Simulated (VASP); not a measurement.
These are PBE GGA, VASP's PBE PAW potentials (set 64) (plane waves; VASP) values and carry that method's errors.

The input files of a VASP run:

**KPOINTS**
```
Automatic mesh
0
Gamma
6 6 6
0 0 0
```

POSCAR:
```
CuI
4.2997140
  0.0000000000   0.7071067164   0.7071067164
  0.7071067164   0.0000000000   0.7071067164
  0.7071067164   0.7071067164   0.0000000000
Cu I
1 1
Direct
  0.0000000000   0.0000000000   0.0000000000
  0.2500000000   0.2500000000   0.2500000000
```

**INCAR**
```
SYSTEM = CuI
PREC = Accurate
ENCUT = 520
EDIFF = 1E-6
NELM = 100
ALGO = Normal
LREAL = .FALSE.
LASPH = .TRUE.
ISMEAR = 0
SIGMA = 0.05
GGA = PE
LMAXMIX = 4
LWAVE = .TRUE.
LCHARG = .FALSE.
```

POTCAR, in this order: Cu I (PBE.64 set). Program: vasp_std.

**Question.** What will the output report for the number of irreducible k-points (NKPTS), largest plane-wave count, number of space-group operations, FFT grid (NGX, NGY, NGZ)?

**Answer.** 
```json
{
  "number of irreducible k-points (NKPTS)": "16",
  "largest_plane_wave_count": "1527",
  "number_of_space_group_operations": "24",
  "FFT grid (NGX, NGY, NGZ)": "32 × 32 × 32"
}
```

The compound is CuI in the zinc blende structure. It was relaxed first.
